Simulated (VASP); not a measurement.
Output of a VASP run:

OSZICAR:
```
       N       E                     dE             d eps       ncg     rms          rms(c)
DAV:   1     0.359324443149E+02    0.35932E+02   -0.47896E+03   522   0.923E+02
DAV:   2    -0.447882195615E+00   -0.36380E+02   -0.36148E+02   583   0.160E+02
DAV:   3    -0.181311471829E+01   -0.13652E+01   -0.13632E+01   796   0.266E+01
DAV:   4    -0.185090610224E+01   -0.37791E-01   -0.37729E-01   741   0.396E+00
DAV:   5    -0.185212466956E+01   -0.12186E-02   -0.12178E-02   838   0.379E-01    0.119E+01
DAV:   6    -0.184859375705E+01    0.35309E-02   -0.56065E-03   641   0.103E+00    0.678E+00
DAV:   7    -0.184637423884E+01    0.22195E-02   -0.11164E-02   821   0.136E+00    0.237E-01
DAV:   8    -0.184634487984E+01    0.29359E-04   -0.69032E-04   662   0.183E-01    0.599E-02
DAV:   9    -0.184636359053E+01   -0.18711E-04   -0.54907E-05   781   0.508E-02    0.319E-02
DAV:  10    -0.184636742663E+01   -0.38361E-05   -0.72570E-06   668   0.241E-02    0.933E-03
DAV:  11    -0.184636690411E+01    0.52253E-06   -0.44508E-07   685   0.577E-03    0.170E-03
DAV:  12    -0.184636673493E+01    0.16917E-06   -0.63645E-08   402   0.129E-03    0.163E-03
DAV:  13    -0.184636673703E+01   -0.20981E-08   -0.17816E-08   339   0.103E-03
   1 F= -.18463667E+01 E0= -.18458265E+01  d E =-.108038E-02
```

OUTCAR:
```
------------------------ aborting loop because EDIFF is reached ----------------------------------------
  FORCE on cell =-STRESS in cart. coord.  units (eV):
  Direction    XX          YY          ZZ          XY          YZ          ZX
  --------------------------------------------------------------------------------------
  Total        0.0089416      0.0089416      0.0089416      0.0000000     -0.0000000      0.0000000
  in kB        0.2776790      0.2776790      0.2776790      0.0000000     -0.0000000      0.0000000
  external PRESSURE =       0.2776790 kB  Pullay stress =       0.0000000 kB
  volume of cell :       51.59
      direct lattice vectors                 reciprocal lattice vectors
     0.000000000  2.954732782  2.954732782    -0.169220040  0.169220040  0.169220040
     2.954732782  0.000000000  2.954732782     0.169220040 -0.169220040  0.169220040
     2.954732782  2.954732782  0.000000000     0.169220040  0.169220040 -0.169220040
 POSITION                                       TOTAL-FORCE (eV/Angst)
 -----------------------------------------------------------------------------------
      0.00000      0.00000      0.00000         0.000000      0.000000      0.000000
 -----------------------------------------------------------------------------------
    total drift:                               -0.000000     -0.000000     -0.000000
  FREE ENERGIE OF THE ION-ELECTRON SYSTEM (eV)
  ---------------------------------------------------
  free  energy   TOTEN  =        -1.8463667370 eV

  energy  without entropy=       -1.8452863617  energy(sigma->0) =       -1.84582655
```
(Selected blocks of OUTCAR.)

POSCAR:
```
Sr
1
    0.0000000000     2.9547327825     2.9547327825
    2.9547327825     0.0000000000     2.9547327825
    2.9547327825     2.9547327825    -0.0000000000
Sr
1
Direct
  0.0000000000   0.0000000000   0.0000000000
```

### Question
Reconstruct the remaining input files.

### Answer
One answer among several that fit: the input of the run itself, PBEsol GGA, plane waves, VASP's PBE PAW potentials (set 64).

### INCAR
```
# general
SYSTEM  = Sr
PREC    = Accurate
ENCUT   = 480
LREAL   = .FALSE.   # projection in real space or not
LASPH   = .TRUE.   # aspherical one-centre terms

# electronic loop
EDIFF   = 1E-7
NELM    = 100
ALGO    = Normal   # blocked Davidson
LMAXMIX = 4

# smearing
ISMEAR  = 0   # Gaussian
SIGMA   = 0.05

# functional
GGA     = PS   # PBEsol

# ions
ISIF    = 2   # forces and stress, cell fixed

# output
LWAVE   = .FALSE.
LCHARG  = .FALSE.
```

### KPOINTS
```
Automatic mesh
0
Gamma
8 8 8
0 0 0
```

POTCAR, in this order: Sr_sv (PBE.64 set). Program: vasp_std.

The compound is Sr in the fcc structure. It was relaxed first, which changed the volume by -8 %.
